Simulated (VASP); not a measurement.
# VMoS3 (Fm-3m) in VASP: relaxation of cell and atoms with PBE

Aim: the relaxation of cell and atoms of VMoS3 with PBE.

Everything below comes from runs of VASP 6.6.1. Logs are shortened: lines on timing, memory, paths and dates and some standing lists are left out, and cuts for length are marked.

**1. Starting point**

It takes space group Fm-3m (No. 225, cubic). Conventional cell: a = 9.917 Å, b = 9.917 Å, c = 9.917 Å, α = 90.00°, β = 90.00°, γ = 90.00°. V (site symmetry m-3m) is surrounded by 6 S at 1.77 Å. V (site symmetry m-3m) is surrounded by 6 S at 3.19 Å. Mo (site symmetry -43m) is surrounded by 12 S at 3.58 Å. Around S (site symmetry 4mm) lie 1 V at 1.77 Å.

The cell was built by a generator and needn't be a form met in nature.

**2. Relaxation of cell and atoms, PBE, collinear spin, ferromagnetic start**

INCAR

```
PREC = Normal
ENCUT = 520
EDIFF = 1E-4
ISMEAR = 0
SIGMA = 0.15
LREAL = Auto
LASPH = True
NELM = 60
ALGO = Fast
ISIF = 3
LWAVE = False
LCHARG = False
ISPIN = 2
MAGMOM = 2 2 1 1 0 0 0 0 0 0
LORBIT = 11
LMAXMIX = 4
GGA = PE
IBRION = 2
NSW = 24
EDIFFG = -0.08
KPAR = 2
```

KPOINTS

```
Automatic mesh
0
Gamma
  3 3 3
```

POSCAR

```
VMoS3
1.0
    0.0000000000      4.9582709800      4.9582709800
    4.9582709800      0.0000000000      4.9582709800
    4.9582709800      4.9582709800      0.0000000000
V Mo S
2 2 6
Direct
    0.0000000000      0.0000000000      0.0000000000
    0.5000000000      0.5000000000      0.5000000000
    0.2500000000      0.2500000000      0.2500000000
    0.7500000000      0.7500000000      0.7500000000
    0.8213262800      0.1786737200      0.1786737200
    0.1786737200      0.8213262800      0.8213262800
    0.1786737200      0.8213262800      0.1786737200
    0.8213262800      0.1786737200      0.8213262800
    0.1786737200      0.1786737200      0.8213262800
    0.8213262800      0.8213262800      0.1786737200
```

Potentials or basis: VASP PAW PBE potentials, release 64 (V_sv, Mo_sv, S).

Started as:

```bash
> cat potpaw_PBE.64/V_sv/POTCAR potpaw_PBE.64/Mo_sv/POTCAR potpaw_PBE.64/S/POTCAR > POTCAR
> mpirun -np 2 vasp_std > vasp.out
```

OUTCAR:

```text
PREC = Normal
   ENCUT = 520
   EDIFF = 1E-4
   ISMEAR = 0
   LREAL = Auto
   LASPH = True
   NELM = 60
   ISIF = 3
   ISPIN = 2
   LORBIT = 11
   GGA = PE
   IBRION = 2
   NSW = 24
   EDIFFG = -0.08

 ion  position               nearest neighbor table
   1  0.000  0.000  0.000-   5 1.77   6 1.77   7 1.77   8 1.77   9 1.77  10 1.77
   2  0.500  0.500  0.500-
   3  0.250  0.250  0.250-
   4  0.750  0.750  0.750-
   5  0.821  0.179  0.179-   1 1.77   7 2.51   8 2.51   9 2.51  10 2.51
   6  0.179  0.821  0.821-   1 1.77   7 2.51   8 2.51   9 2.51  10 2.51
   7  0.179  0.821  0.179-   1 1.77   5 2.51   6 2.51   9 2.51  10 2.51
   8  0.821  0.179  0.821-   1 1.77   5 2.51   6 2.51   9 2.51  10 2.51
   9  0.179  0.179  0.821-   1 1.77   5 2.51   6 2.51   7 2.51   8 2.51
  10  0.821  0.821  0.179-   1 1.77   5 2.51   6 2.51   7 2.51   8 2.51

  LATTYP: Found a face centered cubic cell.
 ALAT       =     9.9165419600

  Lattice vectors:

 A1 = (   0.0000000000,   4.9582709800,   4.9582709800)
 A2 = (   4.9582709800,   0.0000000000,   4.9582709800)
 A3 = (   4.9582709800,   4.9582709800,   0.0000000000)

Analysis of symmetry for initial positions (statically):
=====================================================================
 Subroutine PRICEL returns:
 Original cell was already a primitive cell.

 Routine SETGRP: Setting up the symmetry group for a
 face centered cubic supercell.

 Subroutine GETGRP returns: Found 48 space group operations
 (whereof 48 operations were pure point group operations)
 out of a pool of 48 trial point group operations.

The static configuration has the point symmetry O_h .

Analysis of symmetry for dynamics (positions and initial velocities):
=====================================================================
 Subroutine PRICEL returns:
 Original cell was already a primitive cell.

 Routine SETGRP: Setting up the symmetry group for a
 face centered cubic supercell.

 Subroutine GETGRP returns: Found 48 space group operations
 (whereof 48 operations were pure point group operations)
 out of a pool of 48 trial point group operations.

The dynamic configuration has the point symmetry O_h .
[... 147 lines left out ...]

--------------------------------------- Ionic step        1  -------------------------------------------

 number of electron      89.9999980 magnetization       9.8025372

 number of electron      89.9999976 magnetization      10.6566509

 Free energy of the ion-electron system (eV)
  ---------------------------------------------------
  ext. energy  EPLUGINS =         0.00000000
  ---------------------------------------------------
  free energy    TOTEN  =       -30.95010799 eV

  energy without entropy =      -30.82771817  energy(sigma->0) =      -30.88891308

------------------------ aborting loop because EDIFF is reached ----------------------------------------

  FORCE on cell =-STRESS in cart. coord.  units (eV):
  Direction    XX          YY          ZZ          XY          YZ          ZX
  --------------------------------------------------------------------------------------
  -------------------------------------------------------------------------------------
  Total       53.9546312     53.9546312     53.9546312     -0.0000000     -0.0000000      0.0000000
  in kB      354.5835145    354.5835145    354.5835145     -0.0000000     -0.0000000      0.0000000
  external PRESSURE =     354.5835145 kB  Pullay stress =       0.0000000 kB
[... 33 lines left out ...]
 number of electron      90.0000086 magnetization       9.8564393

 number of electron      90.0000112 magnetization      15.9537458

------------------------ aborting loop EDIFF was not reached (unconverged)  ----------------------------

  FORCE on cell =-STRESS in cart. coord.  units (eV):
  Direction    XX          YY          ZZ          XY          YZ          ZX
  --------------------------------------------------------------------------------------
  -------------------------------------------------------------------------------------
  Total        7.4278702      7.4278702      7.4278702      0.0000000      0.0000000     -0.0000000
  in kB       24.3860318     24.3860318     24.3860318      0.0000000      0.0000000     -0.0000000
  external PRESSURE =      24.3860318 kB  Pullay stress =       0.0000000 kB
[... 2042 lines left out ...]
     56       5.4798      0.00000
     57       5.5524      0.00000

[... ionic steps 4 to 17 ...]

--------------------------------------- Ionic step       18  -------------------------------------------

 number of electron      90.0000049 magnetization      -9.2983163

------------------------ aborting loop because EDIFF is reached ----------------------------------------
[... 83 lines left out ...]
--------------------------------------- Ionic step       20  -------------------------------------------

 number of electron      90.0000049 magnetization      -9.3075843

 Free energy of the ion-electron system (eV)
  ---------------------------------------------------
  ext. energy  EPLUGINS =         0.00000000
  ---------------------------------------------------
  free energy    TOTEN  =       -61.13013410 eV

  energy without entropy =      -60.98413891  energy(sigma->0) =      -61.05713651

 E-fermi :   6.7519     XC(G=0): -10.5254

 val. band max:        6.7446221159   @ k =   0.3333   0.3333   0.0000
 cond. band min:       6.7590447591   @ k =  -0.3333   0.3333   0.0000
 fundamental gap:      0.0144226432
 Fermi energy:         6.7519089793
[... 520 lines left out ...]
  FREE ENERGIE OF THE ION-ELECTRON SYSTEM (eV)
  ---------------------------------------------------
  free  energy   TOTEN  =       -61.1301341036 eV

  energy  without entropy=      -60.9841389077  energy(sigma->0) =      -61.05713651

 reached required accuracy - stopping structural energy minimisation

 total charge

# of ion       s       p       d       tot
------------------------------------------
    1        2.255   6.261   3.110  11.626
    2        2.255   6.260   3.110  11.625
    3        2.132   5.997   3.769  11.897
    4        2.132   5.997   3.769  11.897
    5        1.358   2.356   0.000   3.714
    6        1.358   2.356   0.000   3.714
    7        1.358   2.356   0.000   3.714
    8        1.358   2.356   0.000   3.714
    9        1.358   2.356   0.000   3.714
   10        1.358   2.356   0.000   3.714
--------------------------------------------------
tot         16.921  38.651  13.757  69.330

 magnetization (x)

# of ion       s       p       d       tot
------------------------------------------
    1       -0.015  -0.011  -1.100  -1.126
    2       -0.015  -0.011  -1.103  -1.129
    3       -0.070  -0.023  -3.307  -3.400
    4       -0.070  -0.023  -3.307  -3.400
    5       -0.002   0.155   0.000   0.153
    6       -0.002   0.155   0.000   0.153
    7       -0.002   0.155   0.000   0.153
    8       -0.002   0.155   0.000   0.153
    9       -0.002   0.155   0.000   0.153
   10       -0.002   0.155   0.000   0.153
--------------------------------------------------
tot         -0.180   0.861  -8.816  -8.136
```

Wall time 32 min (2 MPI ranks of AMD EPYC 7R13 (Zen 3), shared host); peak memory 0.36 GiB.

Results:

- Free energy: -61.1301 eV
- Relaxed volume: 19.12 Å³/atom
- Relaxed cell: a = 6.466 Å, b = 6.466 Å, c = 6.466 Å, α = 60.00°, β = 60.00°, γ = 60.00°
- Space group after relaxing (to 0.05 Å): Pm-3m (No. 221)
- Energy gained by relaxing: 3018.0 meV/atom
- Ionic steps: 20
- Pressure after relaxing: -0.1 GPa
- Largest force after relaxing: 0.015 eV/Å
- Band gap on the k mesh: none (metal or under the smearing width)
- Net moment: -9.31 μB per cell
- Site moments: V -1.13; Mo -3.40; S +0.15 μB
- Valence electrons inside the program's atomic spheres: V 11.63, 11.62; Mo 11.90; S 3.71

Forces on the atoms (eV/Å):
```
V    0.000  0.000  0.000
V    0.000  0.000  0.000
Mo   0.000  0.000  0.000
Mo   0.000  0.000  0.000
S    0.015  0.000  0.000
S   -0.015  0.000  0.000
S    0.000  0.015  0.000
S    0.000 -0.015  0.000
S    0.000  0.000  0.015
S    0.000  0.000 -0.015
```

Step by step:
```csv
step,energy change (eV),largest force (eV/Å),pressure (GPa),volume (Å³)
1,0.0000,19.7702,35.46,243.79
2,29.5825,0.1083,2.44,488.02
3,-9.4535,0.8608,-7.29,501.17
4,-11.4472,0.8527,-7.11,494.09
5,-19.3216,0.0145,-10.36,352.71
6,42.4508,38.7727,276.90,93.88
7,-12.8904,1.1583,-10.99,314.21
8,-21.8037,9.5029,19.86,182.45
9,-20.9822,3.0442,-3.59,254.72
10,-25.2679,3.0460,-5.39,245.23
11,-25.3248,5.6274,2.74,212.29
12,-25.7110,4.0190,-2.44,230.89
13,-28.9988,2.9386,10.47,171.80
14,-29.0002,2.9183,10.27,171.67
15,-28.7705,3.5821,2.81,188.00
16,-29.9772,0.4191,4.54,178.84
17,-30.1747,0.1956,-0.21,191.65
18,-30.1771,0.1556,0.10,190.62
19,-30.1772,0.1414,0.27,190.31
20,-30.1800,0.0149,-0.08,191.17
```

Final structure:
```cif
data_structure
_symmetry_space_group_name_H-M 'P 1'
_symmetry_Int_Tables_number 1
_cell_length_a 6.4661
_cell_length_b 6.4661
_cell_length_c 6.4661
_cell_angle_alpha 60.000
_cell_angle_beta 60.000
_cell_angle_gamma 60.000
_cell_volume 191.17
loop_
_atom_site_label
_atom_site_type_symbol
_atom_site_fract_x
_atom_site_fract_y
_atom_site_fract_z
_atom_site_occupancy
V1 V 0.00000 0.00000 0.00000 1
V2 V 0.50000 0.50000 0.50000 1
Mo1 Mo 0.25000 0.25000 0.25000 1
Mo2 Mo 0.75000 0.75000 0.75000 1
S1 S 0.75006 0.24994 0.24994 1
S2 S 0.24994 0.75006 0.75006 1
S3 S 0.24994 0.75006 0.24994 1
S4 S 0.75006 0.24994 0.75006 1
S5 S 0.24994 0.24994 0.75006 1
S6 S 0.75006 0.75006 0.24994 1
```

Levels at points of the mesh, in eV from the Fermi level:
Spin up:
| k point | band 37 | band 38 | band 39 | band 40 | band 41 | band 42 | band 43 | band 44 |
| --- | --- | --- | --- | --- | --- | --- | --- | --- |
| (0.00, 0.00, 0.00) | -0.91 | -0.64 | -0.64 | -0.64 | -0.32 | -0.32 | -0.32 | 0.25 |
Spin down:
```tsv
k point	band 48	band 49	band 50	band 51	band 52	band 53
(0.00, 0.00, 0.00)	-0.82	-0.82	-0.82	-0.32	-0.10	-0.04
```

Caveat: the k mesh is coarse (spacing up to 0.37 Å⁻¹), so the values aren't converged; the volume moved by over 15 % at a fixed basis, so the end points are rough; the relaxation stopped at a loose force limit of 0.08 eV/Å, so its end isn't a converged minimum. With open d or f shells a metallic result of PBE can be an artefact of self-interaction; +U or a hybrid may open a gap.
